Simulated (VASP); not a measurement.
These are PBE GGA, VASP's PBE PAW potentials (set 64) (plane waves; VASP 6.6.1) values and carry that method's errors.

VASP ran on this input.

### INCAR
```
! general
SYSTEM =PbS
PREC   =Accurate
ENCUT  =480
LREAL  =.False.   ! projection in real space or not
LASPH  =.True.

! electronic loop
EDIFF  =1E-7   ! SCF stop (eV)
NELM   =100   ! most electronic steps
ALGO   =Normal
LMAXMIX=4

! smearing
ISMEAR =0   ! Gaussian
SIGMA  =0.05

! functional
GGA    =PE   ! PBE

! ions
ISIF   =2   ! forces and stress, cell fixed

! output
LWAVE  =.False.
LCHARG =.False.
```

### KPOINTS
```
Automatic mesh
0
Gamma
8 8 8
0 0 0
```

### POSCAR
```
PbS
1
    0.0000000000     3.0019069061     3.0019069061
    3.0019069061     0.0000000000     3.0019069061
    3.0019069061     3.0019069061     0.0000000000
Pb S
1 1
Direct
  0.0000000000   0.0000000000   0.0000000000
  0.5000000000   0.5000000000   0.5000000000
```

POTCAR, in this order: Pb_d S (PBE.64 set). Program: vasp_std.

What VASP printed:

File OSZICAR:
```
       N       E                     dE             d eps       ncg     rms          rms(c)
DAV:   1     0.153911078972E+03    0.15391E+03   -0.93809E+03   812   0.141E+03
DAV:   2     0.340470813880E+01   -0.15051E+03   -0.14740E+03   836   0.343E+02
DAV:   3    -0.898026239323E+01   -0.12385E+02   -0.12322E+02  1096   0.105E+02
DAV:   4    -0.927239739626E+01   -0.29214E+00   -0.29190E+00   898   0.191E+01
DAV:   5    -0.928495801535E+01   -0.12561E-01   -0.12560E-01  1154   0.376E+00    0.438E+00
DAV:   6    -0.876464430598E+01    0.52031E+00   -0.16348E+00  1216   0.969E+00    0.310E+00
DAV:   7    -0.876627689752E+01   -0.16326E-02   -0.15124E-01   876   0.220E+00    0.182E+00
DAV:   8    -0.877010344031E+01   -0.38265E-02   -0.16945E-02   896   0.164E+00    0.312E-01
DAV:   9    -0.876962873321E+01    0.47471E-03   -0.34665E-03  1236   0.586E-01    0.957E-02
DAV:  10    -0.876984995740E+01   -0.22122E-03   -0.38971E-04   842   0.130E-01    0.602E-02
DAV:  11    -0.876985492908E+01   -0.49717E-05   -0.66245E-05  1010   0.100E-01    0.130E-02
DAV:  12    -0.876985608888E+01   -0.11598E-05   -0.42293E-06  1010   0.217E-02    0.314E-03
DAV:  13    -0.876985612227E+01   -0.33392E-07   -0.18545E-07   728   0.559E-03
   1 F= -.87698561E+01 E0= -.87698561E+01  d E =-.345637E-11
```

### OUTCAR
```
------------------------ aborting loop because EDIFF is reached ----------------------------------------
  FORCE on cell =-STRESS in cart. coord.  units (eV):
  Direction    XX          YY          ZZ          XY          YZ          ZX
  --------------------------------------------------------------------------------------
  Total        0.0261538      0.0261538      0.0261538      0.0000000      0.0000000     -0.0000000
  in kB        0.7745034      0.7745034      0.7745034      0.0000000      0.0000000     -0.0000000
  external PRESSURE =       0.7745034 kB  Pullay stress =       0.0000000 kB
  volume of cell :       54.10
      direct lattice vectors                 reciprocal lattice vectors
     0.000000000  3.001906906  3.001906906    -0.166560795  0.166560795  0.166560795
     3.001906906  0.000000000  3.001906906     0.166560795 -0.166560795  0.166560795
     3.001906906  3.001906906  0.000000000     0.166560795  0.166560795 -0.166560795
  FREE ENERGIE OF THE ION-ELECTRON SYSTEM (eV)
  ---------------------------------------------------
  free  energy   TOTEN  =        -8.7698561223 eV

  energy  without entropy=       -8.7698561223  energy(sigma->0) =       -8.76985612
```
(Selected blocks of OUTCAR.)

### OUTCAR
```
 val. band max:        5.3156148670   @ k =   0.5000   0.0000   0.0000

 cond. band min:       5.8064213123   @ k =   0.5000   0.0000   0.0000


 Fermi energy:         5.5275740354

 k-point     1 :       0.0000    0.0000    0.0000
  band No.  band energies     occupation
      1     -11.4176      2.00000
      2     -11.4176      2.00000
      3     -11.4176      2.00000
      4     -11.4003      2.00000
      5     -11.4003      2.00000
      6      -7.9239      2.00000
      7      -0.7495      2.00000
      8       3.3575      2.00000
      9       3.3575      2.00000
     10       3.3575      2.00000
     11      10.4566      0.00000
     12      10.4566      0.00000
     13      10.4566      0.00000
     14      12.1736      0.00000

 k-point     2 :       0.1250    0.0000    0.0000
  band No.  band energies     occupation
      1     -11.4168      2.00000
      2     -11.4147      2.00000
      3     -11.4147      2.00000
      4     -11.4011      2.00000
      5     -11.4011      2.00000
      6      -7.7984      2.00000
      7      -1.1464      2.00000
      8       3.3963      2.00000
      9       3.3963      2.00000
     10       3.6486      2.00000
     11       9.3024      0.00000
     12       9.7367      0.00000
     13       9.7367      0.00000
     14      12.0988      0.00000

 k-point     3 :       0.2500    0.0000    0.0000
  band No.  band energies     occupation
      1     -11.4182      2.00000
      2     -11.4182      2.00000
      3     -11.4154      2.00000
      4     -11.3928      2.00000
      5     -11.3928      2.00000
      6      -7.4517      2.00000
      7      -2.0223      2.00000
      8       3.5066      2.00000
      9       3.5066      2.00000
     10       4.2417      2.00000
     11       7.7198      0.00000
     12       8.5896      0.00000
     13       8.5896      0.00000
     14      12.2623      0.00000

 k-point     4 :       0.3750    0.0000    0.0000
  band No.  band energies     occupation
...
```

Unless said otherwise, spin-orbit coupling is left out, though it shifts the bands of the heavy elements here.

The compound is PbS in the rock salt structure. It was relaxed first.
